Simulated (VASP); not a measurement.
InP: band gap against strain

InP (zinc blende, F-43m, 24.741 Å³/atom and stress up to 0.01 GPa in the relaxed cell, cube axes along x, y and z) under an equal strain ε along all three axes. LDA in VASP (plane waves, PAW), 480 eV, 10×10×10 Γ-centred mesh, Gaussian smearing 0.05 eV; ions are relaxed, or left where forces stay under 0.02 eV/Å, within the symmetry of each cell. Gaps are the smallest on the run's k-mesh, which can miss an edge that lies off it, without spin-orbit coupling; in all rows the valence edge lies at Γ and the conduction edge at Γ.

Here s stands for strain and Eg for gap.

| strain (%) | gap (eV) |
|---|---|
| -1.50 | 0.848 |
| -1.00 | 0.766 |
| -0.50 | 0.685 |
| 0.00 | 0.604 |
| 0.50 | 0.522 |
| 1.00 | 0.442 |
| 1.50 | 0.361 |
| 3.00 | ? |

Q: Using a straight line, estimate the missing Eg at s = 3.00 from the other rows, showing the fit.

A: Means: s 0, Eg 0.6040. About the means, the sum of products is -1.1360 and the sum of squares of s is 7.0000; the slope is their ratio. Least squares gives Eg = 0.6040 - 0.16229·s. Residuals (row less fit): 0.0006, -0.0003, -0.0001, 0.0000, -0.0009, 0.0003, 0.0004; standard error 0.0005 (degrees of freedom: 5). Over these rows the gap moves by -16.23 ± 0.02 eV per unit strain, or -5.4 eV per unit of ln V. At the withheld row, Eg = 0.6040 - 0.16229 × 3.0 = 0.1171 eV. The calculation gives 0.123 eV, 0.0059 eV above the prediction (0.8 % of the range of Eg in the table). The row lies outside the fitted rows, so this is an extrapolation. The scatter of the fitted rows lies at the last printed digit.

A polynomial of degree 2 through the 12 other runs of the series gives 0.121 there. Other structures, which can take over under pressure, weren't tried. Spin-orbit coupling is left out, which can shift this property for InP. Rows are the converged runs of the series near zero and its far end, less any whose ions stayed unrelaxed beside relaxed ones; series whose fitted rows scatter by over a few per cent of the range, as at a crossing or softening among them, aren't shown in this form. Most that stay on the fit to the last digits aren't either.
